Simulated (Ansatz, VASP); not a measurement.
# PtC in two plane-wave programs

Aim: how closely do two programs agree when they are given the same cell, functional and k mesh? The cell is generated by rule, not measured, and may not be a known phase. The cell is taken from a series of runs on this material, whose earlier steps may have relaxed, scaled, displaced or heated it; both programs get it as it stands.

Program: Ansatz 0.2.0. Level of theory: plane waves, with VASP 6.6.1 beside it; zone-centre phonons at PBEsol. Results are calculated unless marked as measured.

The structure was built from a prototype and need not be the compound's stable phase.

### 1. The starting structure

It takes space group R3m (No. 160, trigonal). The conventional cell has a = 3.024 Å, b = 3.024 Å, c = 8.631 Å, α = 90.00°, β = 90.00°, γ = 120.00°. Pt has 3 C at 2.03 Å nearest. Nearest to C lie 3 Pt at 2.03 Å. Farther neighbours are not listed.

As a file:

```cif
data_structure
_symmetry_space_group_name_H-M 'P 1'
_symmetry_Int_Tables_number 1
_cell_length_a 3.3653
_cell_length_b 3.3653
_cell_length_c 3.3653
_cell_angle_alpha 53.394
_cell_angle_beta 53.394
_cell_angle_gamma 53.394
_cell_volume 22.78
loop_
_atom_site_label
_atom_site_type_symbol
_atom_site_fract_x
_atom_site_fract_y
_atom_site_fract_z
_atom_site_occupancy
Pt1 Pt 0.99591 0.99591 0.99591 1
C2 C 0.54335 0.54335 0.54335 1
```

### 2. VASP: zone-centre phonons, PBEsol

Second derivatives magnify differences that forces hide, and they need a tight electronic threshold.

Lines of VASP's logs that name or quote its potential files are left out, and so is its time.

File INCAR:

```
SYSTEM = PtC
PREC = Accurate
ENCUT = 600
EDIFF = 1E-08
NELM = 120
ISMEAR = 1
SIGMA = 0.2
LREAL = .FALSE.
ALGO = Normal
GGA = PS
NBANDS = 13
LASPH = .TRUE.
LORBIT = 11
LWAVE = .FALSE.
LCHARG = .FALSE.
ISIF = 2
IBRION = 8
GGA_COMPAT = .FALSE.
KPAR = 2
```

File POSCAR:

```
PtC
1.0
    1.5119558304      0.8729281057      2.8770632546
   -1.5119558304      0.8729281057      2.8770632546
    0.0000000000     -1.7458562114      2.8770632546
Pt C
1 1
Direct
    0.9959089134      0.9959089134      0.9959089134
    0.5433465698      0.5433465698      0.5433465698
```

File KPOINTS:

```
Automatic mesh
0
Gamma
18 18 18
0 0 0
```

Potentials, in the order of the species: Pt and C (PBE family, release 64).

Launch:

```bash
$ mpirun -np 2 vasp_std
```

Numbers of over 12 decimals in the logs are rounded to 6 here.

What it wrote:

```text
[banner, memory and clock lines left out]
running    2 mpi-ranks, on    1 nodes
 distrk:  each k-point on    1 cores,    2 groups
 distr:  one band on    1 cores,    1 groups

 POSCAR found type information on POSCAR PtC
 POSCAR found :  2 types and       2 ions
|                                                                             |
|               ----> ADVICE to this user running VASP <----                  |
|                                                                             |
|     You enforced a specific xc type in the INCAR file but a different       |
|     [... a line on the potential file left out ...]
|     I HOPE YOU KNOW WHAT YOU ARE DOING!                                     |
|                                                                             |

 LDA part: xc-table for (Slater+PW92), standard interpolation
 POSCAR, INCAR and KPOINTS ok, starting setup
 FFT: planning ... GRIDC
 FFT: planning ... GRID_SOFT
 FFT: planning ... GRID
 WAVECAR not read
 entering main loop
       N       E                     dE             d eps       ncg     rms          rms(c)
DAV:   1     0.615113096729E+02    0.61511E+02   -0.77795E+03 15232   0.113E+03
DAV:   2    -0.141785680631E+02   -0.75690E+02   -0.69298E+02 18155   0.223E+02
DAV:   3    -0.162166639821E+02   -0.20381E+01   -0.20247E+01 17430   0.364E+01
DAV:   4    -0.162264941091E+02   -0.98301E-02   -0.98295E-02 17195   0.295E+00
DAV:   5    -0.162265713806E+02   -0.77272E-04   -0.77272E-04 17950   0.264E-01    0.219E+01
DAV:   6    -0.144332661818E+02    0.17933E+01   -0.11449E+01 16591   0.286E+01    0.102E+01
DAV:   7    -0.141899020087E+02    0.24336E+00   -0.12936E+00 15595   0.105E+01    0.605E+00
DAV:   8    -0.141632642696E+02    0.26638E-01   -0.82864E-02 16425   0.234E+00    0.112E+00
DAV:   9    -0.141621288891E+02    0.11354E-02   -0.22927E-03 17831   0.399E-01    0.227E-01
DAV:  10    -0.141619266710E+02    0.20222E-03   -0.97196E-04 16680   0.219E-01    0.462E-02
DAV:  11    -0.141619264620E+02    0.20904E-06   -0.33207E-05 16530   0.459E-02    0.232E-02
DAV:  12    -0.141619267929E+02   -0.33087E-06   -0.12991E-06 17705   0.973E-03    0.389E-03
DAV:  13    -0.141619267071E+02    0.85823E-07   -0.44172E-08 16900   0.179E-03    0.116E-03
DAV:  14    -0.141619266698E+02    0.37281E-07   -0.82167E-09  9485   0.752E-04    0.121E-04
DAV:  15    -0.141619266696E+02    0.16746E-09   -0.14118E-09  8255   0.324E-04
   1 F= -.14161927E+02 E0= -.14161744E+02  d E =-.547456E-03
 Linear response reoptimize wavefunctions to high precision
DAV:   1    -0.141619266700E+02   -0.37551E-09   -0.17644E-10  8955   0.113E-04
DAV:   2    -0.141619266700E+02    0.17167E-10   -0.28938E-11  8125   0.414E-05
 Linear response DOF=           4
 Linear response progress:
  Degree of freedom:   1/  4
       N       E                     dE             d eps       ncg     rms          rms(c)
RMM:   1    -0.241798202823E+00   -0.24180E+00   -0.24468E-01126685   0.351E+00
RMM:   2    -0.235424017672E+00    0.63742E-02   -0.58347E-03115520   0.529E-01    0.253E-01
RMM:   3    -0.235066034702E+00    0.35798E-03   -0.32407E-04130826   0.124E-01    0.149E-01
RMM:   4    -0.235398752211E+00   -0.33272E-03   -0.50658E-04131694   0.138E-01    0.252E-02
RMM:   5    -0.235427176617E+00   -0.28424E-04   -0.27949E-05132974   0.390E-02    0.647E-03
RMM:   6    -0.235437722179E+00   -0.10546E-04   -0.19545E-06138398   0.957E-03    0.171E-03
RMM:   7    -0.235417128657E+00    0.20594E-04   -0.17484E-07140584   0.212E-03    0.465E-04
RMM:   8    -0.235416605992E+00    0.52267E-06   -0.21861E-07138940   0.822E-04    0.156E-04
RMM:   9    -0.235414261947E+00    0.23440E-05   -0.17417E-07145006   0.192E-04    0.203E-05
RMM:  10    -0.235414357881E+00   -0.95934E-07   -0.27450E-08142324   0.402E-05    0.102E-05
RMM:  11    -0.235414408329E+00   -0.50448E-07   -0.16005E-08141956   0.146E-05    0.393E-06
RMM:  12    -0.235414396718E+00    0.11610E-07   -0.75014E-09137926   0.971E-06    0.126E-06
RMM:  13    -0.235414411088E+00   -0.14370E-07   -0.27988E-09133818   0.811E-06    0.212E-07
RMM:  14    -0.235414412975E+00   -0.18865E-08   -0.10749E-09 71309   0.635E-06    0.145E-07
 first order change of Fermi-energy  -0.73568E-04
 force on displaced ion       1 direction 1 : -12.789  -0.003   0.000
 Linear response progress:
  Degree of freedom:   2/  4
       N       E                     dE             d eps       ncg     rms          rms(c)
RMM:   1    -0.251907130156E+00   -0.25191E+00   -0.24901E-01 25338   0.358E+00
RMM:   2    -0.245572026963E+00    0.63351E-02   -0.64544E-03 23083   0.540E-01    0.327E-01
RMM:   3    -0.244608514083E+00    0.96351E-03   -0.89134E-04 25619   0.193E-01    0.198E-01
RMM:   4    -0.244622185436E+00   -0.13671E-04   -0.42304E-04 26575   0.131E-01    0.101E-01
RMM:   5    -0.244761841979E+00   -0.13966E-03   -0.94829E-05 26053   0.591E-02    0.318E-02
RMM:   6    -0.244808872170E+00   -0.47030E-04   -0.11155E-05 26246   0.225E-02    0.337E-03
RMM:   7    -0.244794715282E+00    0.14157E-04   -0.40229E-07 28087   0.452E-03    0.120E-03
RMM:   8    -0.244784107041E+00    0.10608E-04   -0.32199E-08 27862   0.105E-03    0.228E-04
RMM:   9    -0.244782488140E+00    0.16189E-05   -0.14349E-08 28257   0.395E-04    0.101E-04
RMM:  10    -0.244781783363E+00    0.70478E-06   -0.15114E-08 28489   0.156E-04    0.248E-05
RMM:  11    -0.244781756937E+00    0.26426E-07   -0.11891E-08 29053   0.304E-05    0.391E-06
RMM:  12    -0.244781733672E+00    0.23265E-07   -0.53819E-09 28239   0.115E-05    0.136E-06
RMM:  13    -0.244781738161E+00   -0.44892E-08    0.20716E-09 25645   0.778E-06    0.403E-07
 first order change of Fermi-energy  -0.20448E+01
 force on displaced ion       1 direction 3 :   0.000  -0.000 -12.319
 Linear response progress:
  Degree of freedom:   3/  4
       N       E                     dE             d eps       ncg     rms          rms(c)
RMM:   1    -0.111963248114E+00   -0.11196E+00    0.46936E-02171405   0.204E+00
RMM:   2    -0.108421950746E+00    0.35413E-02   -0.19792E-03117000   0.372E-01    0.185E-01
RMM:   3    -0.108638824787E+00   -0.21687E-03   -0.22996E-04122336   0.970E-02    0.993E-02
RMM:   4    -0.109017633494E+00   -0.37881E-03   -0.13079E-04119825   0.712E-02    0.217E-02
RMM:   5    -0.108979285753E+00    0.38348E-04   -0.32728E-06123267   0.139E-02    0.141E-03
RMM:   6    -0.108977524118E+00    0.17616E-05   -0.82549E-08125648   0.159E-03    0.808E-04
RMM:   7    -0.108974867736E+00    0.26564E-05   -0.38211E-08127199   0.465E-04    0.109E-04
RMM:   8    -0.108975062715E+00   -0.19498E-06   -0.29208E-08130918   0.839E-05    0.600E-05
RMM:   9    -0.108974990014E+00    0.72700E-07   -0.51727E-09129507   0.285E-05    0.211E-05
RMM:  10    -0.108974939015E+00    0.50999E-07   -0.66551E-09131397   0.112E-05    0.346E-06
RMM:  11    -0.108974933610E+00    0.54051E-08   -0.26936E-09115541   0.420E-06    0.578E-07
 first order change of Fermi-energy   0.36807E-04
 force on displaced ion       2 direction 1 : -12.789  -0.002  -0.000
 Linear response progress:
  Degree of freedom:   4/  4
       N       E                     dE             d eps       ncg     rms          rms(c)
RMM:   1    -0.114866160472E+00   -0.11487E+00    0.50239E-02 33135   0.198E+00
RMM:   2    -0.111567466101E+00    0.32987E-02   -0.17868E-03 23256   0.344E-01    0.285E-01
RMM:   3    -0.111722803088E+00   -0.15534E-03   -0.21331E-04 24091   0.926E-02    0.161E-01
RMM:   4    -0.112052461784E+00   -0.32966E-03   -0.92265E-05 23779   0.657E-02    0.550E-02
RMM:   5    -0.112107084446E+00   -0.54623E-04   -0.77683E-06 23878   0.194E-02    0.181E-02
RMM:   6    -0.112080893882E+00    0.26191E-04   -0.19818E-06 24060   0.920E-03    0.161E-03
RMM:   7    -0.112076863783E+00    0.40301E-05   -0.34119E-08 24921   0.153E-03    0.453E-04
RMM:   8    -0.112075272693E+00    0.15911E-05   -0.55767E-09 24843   0.379E-04    0.120E-04
RMM:   9    -0.112075278076E+00   -0.53833E-08   -0.31615E-10 25879   0.631E-05    0.362E-05
 first order change of Fermi-energy   0.20450E+01
 force on displaced ion       2 direction 3 :   0.000   0.000 -12.321
 Linear response finished
```

From OUTCAR (step 2):

```text
ion  position               nearest neighbor table
   1  0.996  0.996  0.996-   2 2.03   2 2.03   2 2.03   2 2.54   2 2.54   2 2.54
   2  0.543  0.543  0.543-   1 2.03   1 2.03   1 2.03   1 2.54   1 2.54   1 2.54

  LATTYP: Found a trigonal (rhomboedric) cell.
 ALAT       =     3.3653390441
 COS(alpha) =     0.5963076166

 Subroutine GETGRP returns: Found  6 space group operations
 (whereof  6 operations were pure point group operations)

The static configuration has the point symmetry C_3v.

 Found    580 irreducible k-points:

   k-points           NKPTS =    580   k-points in BZ     NKDIM =    580   number of bands    NBANDS=     13

   dimension x,y,z NGX =    28 NGY =   28 NGZ =   28
   dimension x,y,z NGXF=    56 NGYF=   56 NGZF=   56

   ENCUT  =  600.0 eV  44.10 Ry    6.64 a.u.   6.72  6.72  6.72*2*pi/ulx,y,z

   NELECT =      14.0000    total number of electrons

 k-points in reciprocal lattice and weights: Automatic mesh
   0.00000000  0.00000000  0.00000000       0.000
   0.05555556  0.00000000 -0.00000000       0.001
   0.11111111  0.00000000 -0.00000000       0.001
   0.16666667  0.00000000 -0.00000000       0.001
   0.22222222  0.00000000  0.00000000       0.001
   0.27777778  0.00000000  0.00000000       0.001
   0.33333333  0.00000000  0.00000000       0.001
   0.38888889  0.00000000 -0.00000000       0.001
   0.44444444  0.00000000  0.00000000       0.001
[...]
-0.44444444  0.50000000  0.44444444       0.001
   0.50000000  0.50000000  0.50000000       0.000

 average (electrostatic) potential at core
       1 -64.8312       2 -45.9198

  Total        0.0644538      0.0644538      0.0466887     -0.0000000      0.0000000      0.0000000
  in kB        4.5325330      4.5325330      3.2832495     -0.0000000      0.0000000      0.0000000
  external PRESSURE =       4.1161052 kB  Pullay stress =       0.0000000 kB

  energy-cutoff  :      600.00
  volume of cell :       22.78
      direct lattice vectors                 reciprocal lattice vectors
     1.511955830  0.872928106  2.877063255     0.330697491  0.190928286  0.115858882
    -1.511955830  0.872928106  2.877063255    -0.330697491  0.190928286  0.115858882
     0.000000000 -1.745856211  2.877063255     0.000000000 -0.381856571  0.115858882

 POSITION                                       TOTAL-FORCE (eV/Angst)
 -----------------------------------------------------------------------------------
      0.00000      0.00000      8.59588         0.000000      0.000000      0.062604
      0.00000      0.00000      4.68973         0.000000     -0.000000     -0.062604
 -----------------------------------------------------------------------------------
    total drift:                                0.000000     -0.000000     -0.000019

 Eigenvectors and eigenvalues of the dynamical matrix
 ----------------------------------------------------

   1 f  =   16.619811 THz   104.425353 2PiTHz  554.377224 cm-1    68.733985 meV
             X         Y         Z           dx          dy          dz
      0.000000  0.000000  8.595879    -0.000002    0.240828    0.000000
      0.000000  0.000000  4.689727     0.000007   -0.970568    0.000000

   2 f  =   16.619811 THz   104.425353 2PiTHz  554.377224 cm-1    68.733985 meV
             X         Y         Z           dx          dy          dz
      0.000000  0.000000  8.595879    -0.240828   -0.000002   -0.000000
      0.000000  0.000000  4.689727     0.970568    0.000007   -0.000000

   3 f  =   16.313711 THz   102.502071 2PiTHz  544.166835 cm-1    67.468058 meV
             X         Y         Z           dx          dy          dz
      0.000000  0.000000  8.595879     0.000000    0.000000   -0.240813
      0.000000  0.000000  4.689727    -0.000000    0.000000    0.970571

   4 f/i=    0.000021 THz     0.000129 2PiTHz    0.000686 cm-1     0.000085 meV
             X         Y         Z           dx          dy          dz
      0.000000  0.000000  8.595879     0.172476    0.955120   -0.000000
      0.000000  0.000000  4.689727     0.042797    0.236995   -0.000000

   5 f/i=    0.000021 THz     0.000129 2PiTHz    0.000686 cm-1     0.000085 meV
             X         Y         Z           dx          dy          dz
      0.000000  0.000000  8.595879    -0.955120    0.172476   -0.000000
      0.000000  0.000000  4.689727    -0.236995    0.042797   -0.000000

   6 f/i=    0.000267 THz     0.001680 2PiTHz    0.008920 cm-1     0.001106 meV
             X         Y         Z           dx          dy          dz
      0.000000  0.000000  8.595879    -0.000000    0.000000    0.970571
      0.000000  0.000000  4.689727    -0.000000    0.000000    0.240813

 ELASTIC MODULI CONTR FROM IONIC RELAXATION (kBar)
 Direction    XX          YY          ZZ          XY          YZ          ZX
 --------------------------------------------------------------------------------
 XX       -1331.1342   -847.5087  -1109.2697      0.0000    518.1663     -0.0000
 YY        -847.5087  -1331.1342  -1109.2697     -0.0000   -518.1663      0.0000
 ZZ       -1109.2697  -1109.2697  -1129.5832     -0.0000      0.0000      0.0000
 XY           0.0000     -0.0000     -0.0000   -241.8127     -0.0000    516.5256
 YZ         518.1663   -518.1663      0.0000     -0.0000  -1110.3481      0.0000
 ZX          -0.0000      0.0000      0.0000    516.5256      0.0000  -1103.3277
 --------------------------------------------------------------------------------
```

(Continued in part 2 of 2.)

[Lines on the potential files, build, host, timing and source positions are cut from VASP's logs without a mark.]

[Logs are printed without paths, hosts, clocks, repeated set-up lines and the standing remarks that a program may print on its own settings, such as how far it seeks lower states.]

[Hosts, paths, dates, database ids (printed as entryN), source tags and the programs' standing remarks are cut or masked in the printed files.]
